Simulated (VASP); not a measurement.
# Zr3Fe3Ru (Pm-3m) in VASP: reference runs

Reference runs on Zr3Fe3Ru: the cell as given.

All numbers are computed with VASP 6.6.1; they aren't measurements. Logs are shortened: lines on timing, memory, paths and dates and some standing lists are left out, and cuts for length are marked.

### 1 Starting point

Symmetry: Pm-3m, No. 221, cubic system. Conventional cell: a = 4.686 Å, b = 4.686 Å, c = 4.686 Å, α = 90.00°, β = 90.00°, γ = 90.00°. Around Zr (site symmetry 4/mmm) lie 4 Fe at 2.34 Å and 2 Ru at 2.34 Å. Fe (site symmetry 4/mmm) is surrounded by 4 Zr at 2.34 Å. Ru (site symmetry m-3m) is surrounded by 6 Zr at 2.34 Å.

The cell was built by a generator and needn't be a form met in nature.

### 2 Single point, PBE, collinear spin, ferromagnetic start

Contents of INCAR:

```
PREC     = Accurate       # precision mode
ENCUT    = 520            # plane-wave cutoff, eV
EDIFF    = 1E-7           # SCF threshold, eV
ISMEAR   = -1             # smearing method
SIGMA    = 0.05           # smearing width, eV
LREAL    = False          # projectors in reciprocal space
LASPH    = True           # aspherical terms in the spheres
NELM     = 100            # most SCF steps
ALGO     = Normal         # electronic algorithm
ISIF     = 2              # what is computed and relaxed
LWAVE    = False          # write WAVECAR
LCHARG   = False          # write CHGCAR
ISPIN    = 2              # spin polarisation
MAGMOM   = 0 0 0 3 3 3 1  # initial moments
LORBIT   = 11             # projections on sites
LMAXMIX  = 4              # l up to which the mixer works
GGA      = PE             # functional
NBANDS   = 50             # bands
```

Contents of KPOINTS:

```
Automatic mesh
0
Gamma
  6 6 6
```

Contents of POSCAR:

```
Zr3Fe3Ru
1.0
    4.6861410000      0.0000000000      0.0000000000
    0.0000000000      4.6861410000      0.0000000000
    0.0000000000      0.0000000000      4.6861410000
Zr Fe Ru
3 3 1
Direct
    0.5000000000      0.0000000000      0.0000000000
    0.0000000000      0.5000000000      0.0000000000
    0.0000000000      0.0000000000      0.5000000000
    0.0000000000      0.5000000000      0.5000000000
    0.5000000000      0.0000000000      0.5000000000
    0.5000000000      0.5000000000      0.0000000000
    0.0000000000      0.0000000000      0.0000000000
```

Potentials or basis: VASP PAW PBE potentials, release 64 (Zr_sv, Fe, Ru_pv).

The run is started by

```bash
$ cat potpaw_PBE.64/Zr_sv/POTCAR potpaw_PBE.64/Fe/POTCAR potpaw_PBE.64/Ru_pv/POTCAR > POTCAR
$ mpirun -np 1 vasp_std > vasp.out
```

OUTCAR:

```text
PREC = Accurate
   ENCUT = 520
   EDIFF = 1E-7
   ISMEAR = -1
   LREAL = False
   LASPH = True
   NELM = 100
   ISIF = 2
   ISPIN = 2
   LORBIT = 11
   GGA = PE

 ion  position               nearest neighbor table
   1  0.500  0.000  0.000-   5 2.34   6 2.34   7 2.34   5 2.34   6 2.34   7 2.34   3 3.31   2 3.31
                             2 3.31   2 3.31   3 3.31   3 3.31   3 3.31   2 3.31
   2  0.000  0.500  0.000-   4 2.34   6 2.34   7 2.34   4 2.34   7 2.34   6 2.34   3 3.31   1 3.31
                             3 3.31   1 3.31   3 3.31   1 3.31   3 3.31   1 3.31
   3  0.000  0.000  0.500-   4 2.34   5 2.34   7 2.34   7 2.34   4 2.34   5 2.34   2 3.31   2 3.31
                             2 3.31   1 3.31   2 3.31   1 3.31   1 3.31   1 3.31
   4  0.000  0.500  0.500-   2 2.34   3 2.34   2 2.34   3 2.34
   5  0.500  0.000  0.500-   1 2.34   3 2.34   1 2.34   3 2.34
   6  0.500  0.500  0.000-   1 2.34   2 2.34   1 2.34   2 2.34
   7  0.000  0.000  0.000-   1 2.34   2 2.34   3 2.34   3 2.34   2 2.34   1 2.34

  LATTYP: Found a simple cubic cell.
 ALAT       =     4.6861410000

  Lattice vectors:

 A1 = (   4.6861410000,   0.0000000000,   0.0000000000)
 A2 = (   0.0000000000,   4.6861410000,   0.0000000000)
 A3 = (   0.0000000000,   0.0000000000,   4.6861410000)

Analysis of symmetry for initial positions (statically):
=====================================================================
 Subroutine PRICEL returns:
 Original cell was already a primitive cell.

 Routine SETGRP: Setting up the symmetry group for a
 simple cubic supercell.

 Subroutine GETGRP returns: Found 48 space group operations
 (whereof 48 operations were pure point group operations)
 out of a pool of 48 trial point group operations.

The static configuration has the point symmetry O_h .

Analysis of symmetry for dynamics (positions and initial velocities):
=====================================================================
 Subroutine PRICEL returns:
 Original cell was already a primitive cell.

 Routine SETGRP: Setting up the symmetry group for a
 simple cubic supercell.

 Subroutine GETGRP returns: Found 48 space group operations
 (whereof 48 operations were pure point group operations)
 out of a pool of 48 trial point group operations.

The dynamic configuration has the point symmetry O_h .

Analysis of structural, dynamic, and magnetic symmetry:
=====================================================================
 Subroutine PRICEL returns:
 Original cell was already a primitive cell.

 Routine SETGRP: Setting up the symmetry group for a
 simple cubic supercell.

 Subroutine GETGRP returns: Found 48 space group operations
 (whereof 48 operations were pure point group operations)
 out of a pool of 48 trial point group operations.

The overall configuration has the point symmetry O_h .

 Subroutine INISYM returns: Found 48 space group operations
 (whereof 48 operations are pure point group operations),
 and found     1 'primitive' translations

----------------------------------------------------------------------------------------

                                     Primitive cell

  volume of cell :     102.9073

  direct lattice vectors                    reciprocal lattice vectors
     4.686141000  0.000000000  0.000000000     0.213395201  0.000000000  0.000000000
     0.000000000  4.686141000  0.000000000     0.000000000  0.213395201  0.000000000
     0.000000000  0.000000000  4.686141000     0.000000000  0.000000000  0.213395201

  length of vectors
     4.686141000  4.686141000  4.686141000     0.213395201  0.213395201  0.213395201

  position of ions in fractional coordinates (direct lattice)
     0.500000000  0.000000000  0.000000000
     0.000000000  0.500000000  0.000000000
     0.000000000  0.000000000  0.500000000
     0.000000000  0.500000000  0.500000000
     0.500000000  0.000000000  0.500000000
     0.500000000  0.500000000  0.000000000
     0.000000000  0.000000000  0.000000000

  ion indices of the primitive-cell ions
   primitive index   ion index
                 1           1
                 2           2
                 3           3
                 4           4
                 5           5
[... 52 lines left out ...]
   number of dos      NEDOS =    301   number of ions     NIONS =      7
   total plane-waves  NPLWV =  46656
   dimension x,y,z NGX =    36 NGY =   36 NGZ =   36
   dimension x,y,z NGXF=    72 NGYF=   72 NGZF=   72
   ions per type =               3   3   1
   NGX,Y,Z   is equivalent  to a cutoff of  12.77, 12.77, 12.77 a.u.
   NGXF,Y,Z  is equivalent  to a cutoff of  25.54, 25.54, 25.54 a.u.
 SYSTEM =  unknown system
   PREC   = accura    normal or accurate (medium, high low for compatibility)
   ISTART =      0    job   : 0-new  1-cont  2-samecut
   ICHARG =      2    charge: 1-file 2-atom 10-const
   ISPIN  =      2    spin polarized calculation?
   LNONCOLLINEAR =      F non collinear calculations
   LSORBIT =      F    spin-orbit coupling
   LASPH  =      T    aspherical Exc in radial PAW
   ENCUT  =  520.0 eV  38.22 Ry    6.18 a.u.   8.71  8.71  8.71*2*pi/ulx,y,z
   NELM   =    100;   NELMIN=  2; NELMDL= -5     # of ELM steps
   EDIFF  = 0.1E-06   stopping-criterion for ELM
   LREAL  =      F    real-space projection
   EDIFFG = 0.1E-05   stopping-criterion for IOM
   NSW    =      0    number of steps for IOM
   IBRION =     -1    ionic relax: 0-MD 1-quasi-New 2-CG
   NFREE  =      0    steps in history (QN), initial steepest desc. (CG)
   ISIF   =      2    stress and relaxation
   ISYM   =      2    0-nonsym 1-usesym 2-fastsym
   POTIM  = 0.5000    time-step for ionic-motion
   TEBEG  =    0.0;   TEEND  =   0.0 temperature during run
   PSTRESS=    0.0 pullay stress
   NELECT =      74.0000    total number of electrons
   NUPDOWN=      -1.0000    fix difference up-down
   EMIN   =  10.00;   EMAX   =-10.00  energy-range for DOS
   EFERMI =   0.00;   METHOD = LEGACY
   ISMEAR =    -1;   SIGMA  =   0.05  broadening in eV -4-tet -1-fermi 0-gaus
   EFERMI_NEDOS =   21; number of points for ismear=-14 and -15
   IALGO  =     38    algorithm
   IMIX   =      4    mixing-type and parameters
     AMIX     =   0.40;   BMIX     =  1.00
     AMIX_MAG =   1.60;   BMIX_MAG =  1.00
  volume/ion in A,a.u.               =      14.70        99.21
  Fermi-wavevector in a.u.,A,eV,Ry     =   1.466685  2.771632 29.268357  2.151164
  Thomas-Fermi vector in A             =   2.582393
   LORBIT       =     11    0 simple, 1 ext, 2 COOP (PROOUT), +10 PAW based schemes
   GGA     = PE    functional components
   LHFCALC =     F    Hartree Fock is set to
   AEXX    =    0.0000 exact exchange contribution
   IVDW    =     0    specifies the selected vdW correction
   LEPSILON=     F    determine dielectric tensor
   LRPA    =     F    only Hartree local field effects (RPA)
 spin polarized calculation
  energy-cutoff  :      520.00
  volume of cell :      102.91
 maximum number of plane-waves:      2800
 NGX is ok and might be reduce to    36
   NGX = 17   NGY = 17   NGZ = 17

 number of electron      74.0000000 magnetization      10.0000000

 number of electron      73.9999983 magnetization       1.6929360

 Free energy of the ion-electron system (eV)
  ---------------------------------------------------
  ext. energy  EPLUGINS =         0.00000000
  ---------------------------------------------------
  free energy    TOTEN  =       -49.03108038 eV

  energy without entropy =      -48.97846222  energy(sigma->0) =      -49.00477130

 E-fermi :   9.6201     XC(G=0): -12.4826

 val. band max:        9.6192146592   @ k =   0.5000   0.5000   0.3333
 cond. band min:       9.6379635222   @ k =   0.3333   0.3333   0.1667
 fundamental gap:      0.0187488630
 Fermi energy:         9.6201470243

 spin component 1

 k-point     1 :       0.0000    0.0000    0.0000
  band No.  band energies     occupation
      1     -38.3016      1.00000
      2     -38.2161      1.00000
      3     -38.2161      1.00000
      4     -33.0077      1.00000
      5     -33.0077      1.00000
      6     -33.0077      1.00000
[... 1029 lines left out ...]
     48      11.6272      0.00000
     49      12.2580      0.00000
 Fermi energy:         9.6201470243

 spin component 2

 k-point     1 :       0.0000    0.0000    0.0000
  band No.  band energies     occupation
      1     -38.3752      1.00000
      2     -38.2893      1.00000
      3     -38.2893      1.00000
      4     -33.0183      1.00000
      5     -33.0183      1.00000
      6     -33.0183      1.00000
[... 1029 lines left out ...]
     48      11.9481      0.00000
     49      12.1383      0.00000
 [bands above 49 left out]

------------------------ aborting loop because EDIFF is reached ----------------------------------------

  FORCE on cell =-STRESS in cart. coord.  units (eV):
  Direction    XX          YY          ZZ          XY          YZ          ZX
  --------------------------------------------------------------------------------------
  -------------------------------------------------------------------------------------
  Total       32.7730763     32.7730763     32.7730763     -0.0000000     -0.0000000      0.0000000
  in kB      510.2484987    510.2484987    510.2484987     -0.0000000     -0.0000000      0.0000000
  external PRESSURE =     510.2484987 kB  Pullay stress =       0.0000000 kB

 VOLUME and BASIS-vectors are now :
 -----------------------------------------------------------------------------
  energy-cutoff  :      520.00
  volume of cell :      102.91
      direct lattice vectors                 reciprocal lattice vectors
     4.686141000  0.000000000  0.000000000     0.213395201  0.000000000  0.000000000
     0.000000000  4.686141000  0.000000000     0.000000000  0.213395201  0.000000000
     0.000000000  0.000000000  4.686141000     0.000000000  0.000000000  0.213395201

 POSITION                                       TOTAL-FORCE (eV/Angst)
 -----------------------------------------------------------------------------------
      2.34307      0.00000      0.00000         0.000000      0.000000      0.000000
      0.00000      2.34307      0.00000         0.000000      0.000000      0.000000
      0.00000      0.00000      2.34307         0.000000      0.000000      0.000000
      0.00000      2.34307      2.34307         0.000000      0.000000      0.000000
      2.34307      0.00000      2.34307         0.000000      0.000000      0.000000
      2.34307      2.34307      0.00000         0.000000      0.000000      0.000000
      0.00000      0.00000      0.00000         0.000000      0.000000      0.000000
 -----------------------------------------------------------------------------------
    total drift:                                0.000000     -0.000000     -0.000000

  FREE ENERGIE OF THE ION-ELECTRON SYSTEM (eV)
  ---------------------------------------------------
  free  energy   TOTEN  =       -49.0310803849 eV

  energy  without entropy=      -48.9784622241  energy(sigma->0) =      -49.00477130

 total charge

# of ion       s       p       d       tot
------------------------------------------
    1        2.312   5.993   2.272  10.576
    2        2.312   5.993   2.272  10.576
    3        2.312   5.993   2.272  10.576
    4        0.472   0.323   6.711   7.505
    5        0.472   0.323   6.711   7.505
    6        0.472   0.323   6.711   7.505
    7        0.526   6.224   6.845  13.596
--------------------------------------------------
tot          8.878  25.169  33.793  67.841

 magnetization (x)

# of ion       s       p       d       tot
------------------------------------------
    1       -0.005  -0.001  -0.129  -0.135
    2       -0.005  -0.001  -0.129  -0.135
    3       -0.005  -0.001  -0.129  -0.135
    4       -0.008  -0.014   0.760   0.739
    5       -0.008  -0.014   0.760   0.739
    6       -0.008  -0.014   0.760   0.739
    7       -0.008  -0.010  -0.005  -0.023
--------------------------------------------------
tot         -0.047  -0.054   1.890   1.789
```

Run time: 3.9 min. Hardware: 1 thread of Intel Xeon Platinum 8488C (Sapphire Rapids), shared host; peak memory 0.34 GiB.

Results:

| Item | Value |
| --- | --- |
| Free energy | -49.0311 eV |
| Pressure | 51.0 GPa |
| Band gap on the k mesh | none (metal or under the smearing width) |
| Net moment | 1.69 μB per cell |
| Site moments | Zr -0.14; Fe +0.74; Ru -0.02 μB |
| Valence electrons inside the program's atomic spheres | Zr 10.58; Fe 7.50; Ru 13.60 |

Caveat: a pressure of tens of GPa on the cell as given is suspect, and the run, the potentials or the cell itself is likely at fault.
